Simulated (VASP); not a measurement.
Crystal: Sn.

```xyz
2
Lattice="-2.9162 2.9162 1.5912 2.9162 -2.9162 1.5912 2.9162 2.9162 -1.5912" Properties=species:S:1:pos:R:3 pbc="T T T"
Sn    0.0000    0.0000    0.0000
Sn    0.0000    2.9162    0.7956
```

- Program: VASP 6.6.1
- Task: relaxation of cell and atoms
- Functional: LDA
- Potentials or basis: VASP PAW LDA potentials, release 64 (Sn_d)
- Cutoff: 600 eV
- k mesh: 16 × 16 × 16
- Occupations: gaussian, width 0.1 eV
- Spin: no spin polarisation

At the start: pressure -1.8 GPa; volume 27.06 Å³/atom.

Q: How do energy, volume and symmetry change on relaxing?

A: Over 6 steps the energy falls by 5.5 meV/atom and the volume is 26.19 Å³/atom (-3.2 %); space group I4_1/amd (No. 141, to 0.05 Å).

The path:
| step | energy change (eV) | largest force (eV/Å) | pressure (GPa) | volume (Å³) |
| --- | --- | --- | --- | --- |
| 1 | 0.0000 | 0.0000 | -1.81 | 54.12 |
| 2 | -0.0094 | 0.0000 | 0.76 | 51.76 |
| 3 | -0.0107 | 0.0000 | 0.05 | 52.35 |
| 4 | -0.0110 | 0.0000 | 0.04 | 52.37 |
| 5 | -0.0111 | 0.0000 | 0.02 | 52.38 |
| 6 | -0.0111 | 0.0000 | 0.01 | 52.38 |

Final structure:
```yaml
crystal:
  lattice:
    - [-2.89540, 2.89540, 1.56204]
    - [2.89540, -2.89540, 1.56204]
    - [2.89540, 2.89540, -1.56204]
  atoms:
    - { symbol: Sn, position: [0.00000, 0.00000, 0.00000] }
    - { symbol: Sn, position: [0.75000, 0.25000, 0.50000] }
```
